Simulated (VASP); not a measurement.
Here is the system:

```xyz
2
Lattice="0.0000 1.7679 1.7679 1.7679 0.0000 1.7679 1.7679 1.7679 0.0000" Properties=species:S:1:pos:R:3 pbc="T T T"
C      1.7679     1.7679     1.7679
C      2.6518     2.6518     2.6518
```

Level of theory: LDA (Ceperley-Alder, Perdew-Zunger), VASP's LDA PAW potentials (set 64) (plane waves; VASP). Numerical set-up: 520 eV cut-off, Gaussian smearing of 0.050 eV, potentials C.

Question: What does the run give for the band gap (along the path) with the smallest direct gap where there is one?

Answer: 
```json
{
 "band gap (along the path)": "4.16 eV",
 "smallest direct gap (along the path)": "5.62 eV"
}
```

Total energies compare only between runs with the same potentials, cut-off and functional.

The structure comes from a computed database's C entry (Fd-3m); how it stands against other phases isn't given here. It was relaxed first.
